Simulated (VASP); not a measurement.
OSZICAR of a VASP run on MoGe$_{2}$:

OSZICAR:
```
       N       E                     dE             d eps       ncg     rms          rms(c)
DAV:   1     0.849727386746E+03    0.84973E+03   -0.37357E+04  1412   0.245E+03
DAV:   2     0.764766845368E+02   -0.77325E+03   -0.75587E+03  1042   0.726E+02
DAV:   3    -0.395236220464E+02   -0.11600E+03   -0.11370E+03  1302   0.191E+02
DAV:   4    -0.458323730245E+02   -0.63088E+01   -0.62309E+01  1200   0.517E+01
DAV:   5    -0.460952696200E+02   -0.26290E+00   -0.26270E+00  1360   0.976E+00    0.220E+01
DAV:   6    -0.445409057972E+02    0.15544E+01   -0.84241E+00  1334   0.142E+01    0.526E+00
DAV:   7    -0.443356390184E+02    0.20527E+00   -0.37323E+00  1264   0.934E+00    0.526E+00
DAV:   8    -0.441417171878E+02    0.19392E+00   -0.11585E+00  1324   0.134E+01    0.991E-01
DAV:   9    -0.441188406385E+02    0.22877E-01   -0.13103E-01  1176   0.202E+00    0.467E-01
DAV:  10    -0.441136750879E+02    0.51656E-02   -0.16432E-02  1224   0.821E-01    0.183E-01
DAV:  11    -0.441131499535E+02    0.52513E-03   -0.23353E-03  1204   0.590E-01    0.648E-02
DAV:  12    -0.441134205359E+02   -0.27058E-03   -0.12949E-03  1152   0.265E-01    0.393E-02
DAV:  13    -0.441141958516E+02   -0.77532E-03   -0.55538E-04  1062   0.186E-01    0.289E-02
DAV:  14    -0.441148448442E+02   -0.64899E-03   -0.21201E-04  1248   0.673E-02    0.125E-02
DAV:  15    -0.441151606968E+02   -0.31585E-03   -0.48689E-05   882   0.230E-02    0.652E-03
DAV:  16    -0.441152751913E+02   -0.11449E-03   -0.98632E-06   912   0.142E-02    0.329E-03
DAV:  17    -0.441153526343E+02   -0.77443E-04   -0.12892E-05   826   0.123E-02    0.242E-03
DAV:  18    -0.441153697980E+02   -0.17164E-04   -0.14465E-06   822   0.668E-03    0.140E-03
DAV:  19    -0.441153944345E+02   -0.24637E-04   -0.22816E-06   732   0.390E-03    0.904E-04
DAV:  20    -0.441154081880E+02   -0.13753E-04   -0.41968E-07   708   0.232E-03    0.531E-04
DAV:  21    -0.441154255047E+02   -0.17317E-04   -0.13610E-06   724   0.195E-03    0.207E-04
DAV:  22    -0.441154285796E+02   -0.30749E-05   -0.16588E-07   720   0.118E-03    0.101E-04
DAV:  23    -0.441154297679E+02   -0.11883E-05   -0.64910E-08   678   0.822E-04    0.391E-05
DAV:  24    -0.441154299812E+02   -0.21334E-06   -0.13508E-08   604   0.518E-04
   1 F= -.44115430E+02 E0= -.44041434E+02  d E =-.147992E+00
```

Question: Which electronic solver shows in the log?

Answer: It is blocked Davidson (ALGO = Normal, or the opening steps of other solvers). The INCAR had ALGO = Normal.

Question: Can the final energy be trusted as converged?

Answer: Self-consistency was reached. It stopped with EDIFF = 1E-6, NELM = 100 (LDA (Ceperley-Alder, Perdew-Zunger), plane waves, VASP's LDA PAW potentials (set 64)).  The cell holds a wide vacuum, so values per volume refer to the whole cell.

The cell is a sheet with vacuum, built from a database entry that may be metastable or hypothetical.
